The pressure of a crystal is minus the change of its energy with volume. Here it comes from the stress on a cell of aluminium whose size is held fixed, computed with the PBE functional and a plane-wave basis. A positive pressure means that the cell pushes outward, and a negative one means that it would rather shrink. The only setting that changes is the wave cutoff, the highest kinetic energy of the plane waves from which the electron states are built.

Pressure of fcc aluminium at a fixed volume of 16.60 Å³ per atom, computed with VASP 6.6.1 using the PBE functional and the recommended PAW PBE potentials, without spin polarisation. All runs use a 12×12×12 k mesh, Gaussian smearing of 0.1 eV and PREC = Accurate. Pressure is positive in compression.

```tsv
wave cutoff	pressure (GPa)
200 eV	-0.260
250 eV	-0.340
300 eV	-0.410
350 eV	-0.390
400 eV	-0.380
450 eV	-0.360
520 eV	-0.360
600 eV	-0.360
700 eV	-0.360
```

Raising the cutoff adds waves of shorter wavelength and so makes the basis better. The pressure nevertheless doesn't move steadily toward its final value. It falls from −0.26 GPa at 200 eV to −0.41 GPa at 300 eV, then climbs back and settles at −0.36 GPa from 450 eV on. The value at 250 eV lies closer to the settled one than those at 300 and 350 eV, although its basis is poorer.

The energy of the same runs behaves more simply, for it falls at every step. Measured from the 700 eV run, it is too high by 16.5 meV per atom at 200 eV, by 9.0 meV at 250 eV and by 3.9 meV at 300 eV. The electronic state stays that of the same metal throughout, and the Fermi energy moves by only 18 meV over the whole series. This points to the way an incomplete basis enters a volume derivative as the source of the turn in the pressure.

An incomplete basis leaves the energy too high, because the electrons lack some of the short waves that they would use to lower it. If this excess were the same at every volume, it would drop out of the pressure altogether. What matters is how the excess changes when the cell is stretched a little. It changes for two reasons, and they act in opposite directions.

The first reason lies in how the stress is calculated. The program stretches the cell in thought while keeping the same set of plane waves. Each wave must fit a whole number of times into the repeating crystal, so its wavelength grows with the cell and its kinetic energy falls as V^(−2/3), where V is the volume. The highest kinetic energy in the set falls in the same proportion, and the stretched cell is in effect treated with a lower cutoff than the original one.

A lower cutoff means a higher energy. The calculation thus charges the crystal a small extra cost for expanding, which has nothing to do with aluminium. A crystal that seems to resist expansion seems to pull inward, and its pressure comes out too negative. This error is known as Pulay stress. It can only have this sign as long as the energy falls with the cutoff, and it disappears once more waves no longer lower the energy.

Its size can be estimated from the energies. With E for the energy of the cell and E_c for the cutoff, a relative increase of the volume lowers the effective cutoff by two thirds of that fraction. The resulting pressure error is

ΔP ≈ (2/3) · (E_c / V) · (dE / dE_c).

The slope dE/dE_c is negative, and so is the error. The factor E_c in front explains why the pressure is harder to converge than the energy: even a gentle slope counts when it is multiplied by hundreds of electronvolts.

The interval from 350 to 400 eV shows how this works. The energy falls there by 1.252 − 0.547 = 0.705 meV, or 0.0141 meV for each electronvolt of cutoff. Now let the cell of 16.60 Å³ expand by one percent:

- The effective cutoff, 375 eV in the middle of the interval, drops by two thirds of a percent, which is 2.5 eV.
- The energy rises by 2.5 × 0.0141 ≈ 0.035 meV.
- The volume grows by 0.166 Å³, so the false cost is about 0.21 meV/Å³.
- With 1 eV/Å³ equal to about 160 GPa, the pressure error is −0.034 GPa.

The computed pressures at the two ends of this interval are too low by 0.032 GPa on average, again measured against the 700 eV run. The formula contains no adjustable constant, so the pressures had no part in setting the estimate. The next interval, from 400 to 450 eV, agrees nearly as well. In this range Pulay stress is thus large enough to explain the error, and the climb of the pressure is mainly the fading of that stress.

At lower cutoffs the same estimate fails, and the failure is instructive. Between 300 and 350 eV it gives −0.11 GPa, while the actual error averages −0.05 GPa. Between 200 and 250 eV it gives −0.22 GPa, while the actual error is positive, about +0.05 GPa. Pulay stress can't make a pressure too high, so a second error of opposite sign must be at work.

That second error is the change of the energy excess when the cell grows at a truly constant cutoff. A positive contribution to the pressure means that the excess shrinks on expansion. There is a plain physical reason to expect this in a metal such as aluminium. Its three valence electrons are spread through the whole crystal, and in a larger cell less of their density lies close to any one nucleus.

The region near the nucleus is where the short waves are needed. The PAW method leaves only a smoothed part of the electron states to the plane waves, but even that part varies most rapidly there. The smooth region between the atoms is described well by long waves, which even a low cutoff includes. Expansion moves density from the demanding region to the easy one, and the energy lost to the poor basis becomes smaller. The crystal then seems to gain by expanding, and its pressure comes out too high.

This dilution of the density is a theoretical argument, which the pressures support in sign but don't isolate. If the excess is taken as inversely proportional to the volume, it yields the right order of magnitude but less than half of the positive error required below 350 eV. With only that much dilution, the pressure between 200 and 250 eV would still come out too low. The energies themselves add to the doubt. VASP corrects them for the basis error of the free atom, by an amount that depends on the cutoff but not on the volume. This hides part of the excess, so both errors are probably larger than estimated, and the close agreement above 350 eV may be partly luck. The division into two errors is therefore reliable in its signs at low cutoff, but only rough in its sizes.

Two limiting cases show how the errors shape the curve. Suppose first that the excess energy depended on the cutoff alone and not on the volume. Only Pulay stress would remain, and the pressure would rise toward its final value from below, with no turn. Suppose instead that the energy were still too high but hardly changed with the cutoff. Pulay stress would then be negligible, dilution would act alone, and the pressure would stay too high.

Aluminium is never in the second case, for its energy changes fastest at the lowest cutoffs and Pulay stress is largest there. But the balance between the two errors shifts toward the first case as the cutoff rises. Dilution depends on how much excess energy is left, whereas Pulay stress depends on how fast that excess is being removed. Going from 200 to 250 eV removes a little less than half of the excess. Going from 300 to 350 eV, an equal step in electronvolts and a smaller one in proportion, removes about two thirds of it. Relative to what is left, the energy falls more steeply at the higher cutoff, and so the negative error gains on the positive one.

The irregular rows now fall into place. At 200 eV, where the basis is poorest, the positive error wins and the pressure is too high by 0.10 GPa. At 300 eV the negative error has taken over, and the pressure is too low by 0.05 GPa, about 15% of its final size. Beyond that point both errors go on shrinking, but the negative one now loses more at each step, so the pressure returns from below.

The row at 250 eV sits close to the crossing. Its pressure differs from that at 700 eV by only 0.01 GPa, because two errors that are each many times larger nearly cancel. Its energy, which has no such cancellation to help it, is still 9 meV per atom too high. A good value here is thus no sign of a good basis, and the next step up in cutoff makes the pressure worse while it makes the energy better.

This difference between the two quantities matters for judging convergence. The energy approaches its limit from one side, so a small change between successive cutoffs is a fair sign that little is left to gain. The pressure crosses its final value between 250 and 300 eV and has a flat bottom near 300 to 350 eV, where its small change could be mistaken for convergence. Only a run of several higher cutoffs reveals that it has yet to climb. From 450 eV on, every pressure lies within 0.01 GPa of the one at 700 eV, and the differences left among these rows are too small to be given a cause.

The same reasoning tells what happens if the cell is allowed to relax under the computed stress. At 300 eV the false inward pull would make the cell slightly too small, and at 200 eV the cell would stay slightly too large. One remedy is to compute energies at several volumes with one fixed cutoff and to take the pressure from their slope, which avoids Pulay stress. It leaves the second error in place, however. At 200 and 250 eV, where the pressure is already too high, removing the negative error alone should even make it worse. Whether it helps at higher cutoffs would have to be tested, since the estimate above is too rough to tell.

The pressure that remains at high cutoff, −0.36 GPa, is not a basis error, for it no longer responds to the basis. It means that the chosen cell is slightly larger than the one that PBE prefers at this k mesh and smearing. Those two settings are the same in every row, so the series tests the convergence of the pressure with the cutoff and not with them.
